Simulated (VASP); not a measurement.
Method: r2SCAN meta-GGA, VASP's PBE PAW potentials (set 64) (plane waves; VASP).

VASP ran on this input.

### INCAR
```
SYSTEM = Pb(110) slab
PREC = Normal
ENCUT = 400
EDIFF = 1E-6
NELM = 100
ALGO = Normal
LREAL = .FALSE.
LASPH = .TRUE.
ISMEAR = 1
SIGMA = 0.1
METAGGA = R2SCAN
LMIXTAU = .TRUE.
LMAXMIX = 4
LWAVE = .FALSE.
LCHARG = .FALSE.
NELMIN = 4
LDIPOL = .TRUE.
IDIPOL = 3
DIPOL = 0.5 0.5 0.5
LVHAR = .TRUE.
LORBIT = 11
```

### KPOINTS
```
Automatic mesh
0
G
8 6 1
0 0 0
```

**POSCAR**
```
Pb(110) slab
1
    3.5283122991     0.0000000000     0.0000000000
    0.0000000000     4.9897864882     0.0000000000
    0.0000000000     0.0000000000    25.7055010050
Pb
6
Direct
  0.0000000000   0.0000000000   0.3398545570
  0.5000000000   0.5000000000   0.3919599108
  0.0000000000   0.0000000000   0.4709479040
  0.5000000000   0.5000000000   0.5290520960
  0.0000000000   0.0000000000   0.6080400892
  0.5000000000   0.5000000000   0.6601454430
```

POTCAR, in this order: Pb_d (PBE.64 set). Program: vasp_std. Read from the step before: WAVECAR.

### Question
What will the output report for the number of irreducible k-points (NKPTS), largest plane-wave count, number of space-group operations, FFT grid (NGX, NGY, NGZ)?

### Answer

- number of irreducible k-points (NKPTS): 20
- largest plane-wave count: 8304
- number of space-group operations: 8
- FFT grid (NGX, NGY, NGZ): 18 × 24 × 126

The cell is a thin slab with vacuum, built from Pb (fcc): (110) face.
